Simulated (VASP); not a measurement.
Output of a VASP run:

OUTCAR:
```
 ion  position               nearest neighbor table
   1  0.000  0.000  0.000-   3 2.74   4 2.74   3 2.74   4 2.74   4 2.74   3 2.74
   2  0.000  0.000  0.500-   3 2.74   4 2.74   3 2.74   4 2.74   4 2.74   3 2.74
   3  0.333  0.667  0.250-   1 2.74   2 2.74   1 2.74   2 2.74   1 2.74   2 2.74
   4  0.667  0.333  0.750-   1 2.74   2 2.74   1 2.74   2 2.74   1 2.74   2 2.74
  LATTYP: Found a hexagonal cell.
 ALAT       =     2.7643920000
 C/A-ratio  =     3.2175060556
 Subroutine PRICEL returns:
 Original cell was already a primitive cell.
 Subroutine GETGRP returns: Found 24 space group operations
The static configuration has the point symmetry D_3d.
 The point group associated with its full space group is D_6h.
The dynamic configuration has the point symmetry D_3d.
 Subroutine INISYM returns: Found 24 space group operations
 Subroutine IBZKPT returns following result:
 Found     32 irreducible k-points:

 Following reciprocal coordinates:
            Coordinates               Weight
  0.000000  0.000000  0.000000      1.000000
  0.090909  0.000000  0.000000      6.000000
  0.181818  0.000000  0.000000      6.000000
  0.272727  0.000000  0.000000      6.000000
  0.363636  0.000000  0.000000      6.000000
  0.454545 -0.000000  0.000000      6.000000
  0.090909  0.090909  0.000000      6.000000
  0.181818  0.090909  0.000000     12.000000
  0.272727  0.090909  0.000000     12.000000
  0.363636  0.090909  0.000000     12.000000
  0.454545  0.090909  0.000000      6.000000
  0.181818  0.181818  0.000000      6.000000
  0.272727  0.181818  0.000000     12.000000
  0.363636  0.181818  0.000000     12.000000
  0.272727  0.272727  0.000000      6.000000
  0.363636  0.272727  0.000000      6.000000
  0.000000  0.000000  0.333333      2.000000
  0.090909  0.000000  0.333333     12.000000
  0.181818  0.000000  0.333333     12.000000
  0.272727  0.000000  0.333333     12.000000
  0.363636  0.000000  0.333333     12.000000
  0.454545 -0.000000  0.333333     12.000000
  0.090909  0.090909  0.333333     12.000000
  0.181818  0.090909  0.333333     24.000000
  0.272727  0.090909  0.333333     24.000000
  0.363636  0.090909  0.333333     24.000000
  0.454545  0.090909  0.333333     12.000000
  0.181818  0.181818  0.333333     12.000000
  0.272727  0.181818  0.333333     24.000000
  0.363636  0.181818  0.333333     24.000000
  0.272727  0.272727  0.333333     12.000000
  0.363636  0.272727  0.333333     12.000000
   k-points           NKPTS =     32   k-points in BZ     NKDIM =     32   number of bands    NBANDS=     24
   number of dos      NEDOS =    301   number of ions     NIONS =      4
   total plane-waves  NPLWV =  12800
   dimension x,y,z NGX =    16 NGY =   16 NGZ =   50
   dimension x,y,z NGXF=    32 NGYF=   32 NGZF=  100
   ions per type =               4
   PREC   = accura    normal or accurate (medium, high low for compatibility)
   ISTART =      0    job   : 0-new  1-cont  2-samecut
   ICHARG =      2    charge: 1-file 2-atom 10-const
   ISPIN  =      1    spin polarized calculation?
   LNONCOLLINEAR =      F non collinear calculations
   LSORBIT =      F    spin-orbit coupling
   INIWAV =      1    electr: 0-lowe 1-rand  2-diag
   ENCUT  =  300.0 eV  22.05 Ry    4.70 a.u.   3.90  3.90 12.56*2*pi/ulx,y,z
   NELM   =    100;   NELMIN=  2; NELMDL= -5     # of ELM steps
   EDIFF  = 0.1E-05   stopping-criterion for ELM
   LREAL  =      F    real-space projection
   NLSPLINE    = F    spline interpolate recip. space projectors
   LMAXMIX     =    4 max onsite mixed and CHGCAR
   VOSKOWN=      0    Vosko Wilk Nusair interpolation
   EDIFFG = 0.1E-04   stopping-criterion for IOM
   NSW    =      0    number of steps for IOM
   NBLOCK =      1;   KBLOCK =      1    inner block; outer block
   IBRION =     -1    ionic relax: 0-MD 1-quasi-New 2-CG
   NFREE  =      0    steps in history (QN), initial steepest desc. (CG)
   ISIF   =      2    stress and relaxation
   ISYM   =      2    0-nonsym 1-usesym 2-fastsym
   TEIN   =    0.0    initial temperature
...
```

OSZICAR:
```
       N       E                     dE             d eps       ncg     rms          rms(c)
DAV:   1     0.172085760425E+03    0.17209E+03   -0.14737E+04  1592   0.103E+03
DAV:   2    -0.217158670686E+02   -0.19380E+03   -0.18842E+03  1824   0.274E+02
DAV:   3    -0.252527707276E+02   -0.35369E+01   -0.34978E+01  1664   0.428E+01
DAV:   4    -0.252810771378E+02   -0.28306E-01   -0.28298E-01  1640   0.360E+00
DAV:   5    -0.252815440596E+02   -0.46692E-03   -0.46692E-03  1720   0.494E-01    0.167E+01
DAV:   6    -0.238355286263E+02    0.14460E+01   -0.51672E+00  1552   0.183E+01    0.758E+00
DAV:   7    -0.237826171222E+02    0.52912E-01   -0.58170E-02  1648   0.152E+00    0.346E+00
DAV:   8    -0.238054657742E+02   -0.22849E-01   -0.24825E-01  1576   0.405E+00    0.207E+00
DAV:   9    -0.237681782591E+02    0.37288E-01   -0.14821E-01  1568   0.358E+00    0.181E-01
DAV:  10    -0.237684862777E+02   -0.30802E-03   -0.24107E-03  1576   0.355E-01    0.503E-02
DAV:  11    -0.237684963217E+02   -0.10044E-04   -0.11758E-04  1632   0.952E-02    0.278E-02
DAV:  12    -0.237684989712E+02   -0.26495E-05   -0.20439E-05  1656   0.364E-02    0.821E-03
DAV:  13    -0.237684992753E+02   -0.30411E-06   -0.36069E-06   832   0.145E-02
   1 F= -.23768499E+02 E0= -.23761594E+02  d E =-.138106E-01
```

OUTCAR:
```
------------------------ aborting loop because EDIFF is reached ----------------------------------------
  FORCE on cell =-STRESS in cart. coord.  units (eV):
  Direction    XX          YY          ZZ          XY          YZ          ZX
  --------------------------------------------------------------------------------------
  Total       -1.2165112     -1.2165105     -0.0639180      0.0000000      0.0000000      0.0000000
  in kB      -33.1114310    -33.1114117     -1.7397416      0.0000000      0.0000000      0.0000000
  external PRESSURE =     -22.6541948 kB  Pullay stress =       0.0000000 kB
  volume of cell :       58.86
      direct lattice vectors                 reciprocal lattice vectors
     2.764392000  0.000000000  0.000000000     0.361743197  0.208852593  0.000000000
    -1.382196000  2.394033000  0.000000000     0.000000000  0.417705186  0.000000000
     0.000000000  0.000000000  8.894448000     0.000000000  0.000000000  0.112429686
 POSITION                                       TOTAL-FORCE (eV/Angst)
 -----------------------------------------------------------------------------------
      0.00000      0.00000      0.00000         0.000000     -0.000000     -0.000000
      0.00000      0.00000      4.44722         0.000000     -0.000000     -0.000000
     -0.00000      1.59602      2.22361         0.000000     -0.000000      0.000000
      1.38220      0.79801      6.67084        -0.000000      0.000000     -0.000000
 -----------------------------------------------------------------------------------
    total drift:                                0.000000     -0.000000      0.000000
  FREE ENERGIE OF THE ION-ELECTRON SYSTEM (eV)
  ---------------------------------------------------
  free  energy   TOTEN  =       -23.7684992753 eV

  energy  without entropy=      -23.7546886531  energy(sigma->0) =      -23.76159396
```
(Selected blocks of OUTCAR.)

**POSCAR**
```
Pd
1
    2.7643920000     0.0000000000     0.0000000000
   -1.3821960000     2.3940330000     0.0000000000
    0.0000000000     0.0000000000     8.8944480000
Pd
4
Direct
  0.0000000000   0.0000000000   0.0000000000
  0.0000000000   0.0000000000   0.5000000000
  0.3333330000   0.6666670000   0.2500000000
  0.6666670000   0.3333330000   0.7500000000
```

Problem. Write an INCAR and KPOINTS that could have produced this output.

Solution. Several could match; the one computed here: the input of the run itself, PBEsol GGA, plane waves, VASP's PBE PAW potentials (set 64).

INCAR:
```
! general
SYSTEM =Pd
PREC   =Accurate
ENCUT  =300
LREAL  =F
LASPH  =T

! electronic loop
EDIFF  =1E-6
NELM   =100
ALGO   =Normal
LMAXMIX=4

! smearing
ISMEAR =0
SIGMA  =0.05

! functional
GGA    =PS

! ions
ISIF   =2

! output
LWAVE  =F
LCHARG =F
```

### KPOINTS
```
K-points
0
gamma
11 11 3
0 0 0
```

POTCAR, in this order: Pd (PBE.64 set). Program: vasp_std.

At this cut-off the stress carries a Pulay error, which pulls relaxed volumes low.

The structure was generated: Pd was put into an ordered model structure, which need not be its known phase. The cell was not relaxed at this level. The run is one of a series of settings (GGA = PS, POTCAR Pd (PBE.64 set) against the base run), some of them coarse on purpose. VASP warned that the highest band is occupied, so more bands are needed.
